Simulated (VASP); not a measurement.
```
CoSi2
1.0
    0.00000     2.65357     2.71195
    2.62298     0.00000     2.71195
    2.62298     2.65357     0.00000
Co Si
1 2
Direct
  0.00000   0.00000   0.00000
  0.25000   0.25000   0.25000
  0.73994   0.76006   0.76006
```

Calculation: PBE GGA + U (Dudarev), VASP's PBE PAW potentials (set 64) (plane waves; VASP). Run with 400 eV cut-off, 9×9×9 Γ-centred mesh, first-order Methfessel-Paxton smearing of 0.10 eV, potentials Co Si, U − J: Co 4.00 eV.

Problem. Estimate the energy per atom (σ→0), pressure, largest force, band gap (on the k-mesh) with the smallest direct gap where there is one.

Solution. 
```
Property                                                    Result
------------------------  ----------------------------------------
band gap (on the k-mesh)  none (metal, semimetal or under 0.01 eV)
energy per atom (σ→0)                               -5.268 eV/atom
pressure                                                -14.6 kbar
largest force                                           0.443 eV/Å
```

The absolute energy has meaning only against runs of the same code, potentials and settings.

The compound is CoSi2 in the fluorite structure. The cell was not relaxed at this level, atoms are displaced from their ideal sites. The run is one of a series of settings (LDAU = .TRUE., LDAUJ = 0 0, LDAUL = 2 -1, LDAUTYPE = 2, LDAUU = 4.0 0 against the base run), some of them coarse on purpose. The run is not spin-polarised, so no magnetic state was tried. The electron count is odd and the run is not spin-polarised, which forces a metal.
